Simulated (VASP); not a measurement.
An input for Quantum ESPRESSO's pw.x (written as the equivalent of a VASP run, and not itself run):

```
&CONTROL
  calculation = 'vc-relax'
  pseudo_dir = './pseudo'
  outdir = './out'
  tprnfor = .true.
  tstress = .true.
  nstep = 40
  forc_conv_thr = 0.00078
/
&SYSTEM
  ibrav = 0
  nat = 5
  ntyp = 3
  ecutwfc = 84
  occupations = 'smearing'
  smearing = 'gaussian'
  degauss = 0.003675
  input_dft = 'pz'
/
&ELECTRONS
  conv_thr = 7.3e-08
  electron_maxstep = 100
/
&IONS
/
&CELL
  press = 50
/
ATOMIC_SPECIES
  K 39.098 K.upf
  Zn 65.380 Zn.upf
  F 18.998 F.upf
CELL_PARAMETERS angstrom
     3.9794619    0.0000000    0.0000000
     0.0000000    3.9794619    0.0000000
     0.0000000    0.0000000    3.9794619
ATOMIC_POSITIONS crystal
  K    0.0000000  0.0000000  0.0000000
  Zn   0.5000000  0.5000000  0.5000000
  F    0.5000000  0.0000000  0.5000000
  F    0.0000000  0.5000000  0.5000000
  F    0.5000000  0.5000000  0.0000000
K_POINTS automatic
  6 6 6 0 0 0
```

Q: Write the VASP files for the same calculation (LDA).

A: This is not unique; one that fits is 
KPOINTS:
```
Automatic mesh
0
Gamma
 6 6 6
```

### POSCAR
```
KZnF3
1.0
  3.9794619424   0.0000000000   0.0000000000
  0.0000000000   3.9794619424   0.0000000000
  0.0000000000   0.0000000000   3.9794619424
K Zn F
1 1 3
Cartesian
  0.0000000000   0.0000000000   0.0000000000
  1.9897309712   1.9897309712   1.9897309712
  1.9897309712   0.0000000000   1.9897309712
  0.0000000000   1.9897309712   1.9897309712
  1.9897309712   1.9897309712   0.0000000000
```

**INCAR**
```
NELM=100
EDIFF=1E-6   # SCF stop (eV)
LCHARG=F
EDIFFG=-0.02   # ionic stop
NSW=40   # most ionic steps
ALGO=Normal
IBRION=2   # conjugate gradients
PREC=Accurate
LASPH=T   # aspherical one-centre terms
LREAL=F
SIGMA=0.05
LMAXMIX=4   # l cut-off of mixed one-centre charges
ISIF=3   # ions, shape and volume
PSTRESS=50
LWAVE=F
SYSTEM=KZnF3
ISMEAR=0
ENCUT=620
```

POTCAR, in this order: K_sv Zn F (LDA.64 set). Program: vasp_std.

The two are equivalent in intent, not identical: the potentials are each code's own (VASP's PAW set, PseudoDojo norm-conserving files in pw.x), so ENCUT and ecutwfc are chosen apart and not converted; conv_thr bounds pw.x's estimated SCF error, while EDIFF bounds the energy change between steps; forc_conv_thr acts on force components and is met together with etot_conv_thr.

The compound is KZnF3 in the cubic perovskite structure. This run relaxes it under an external pressure of 5 GPa. Symmetry was kept, so distortions that lower it aren't found.
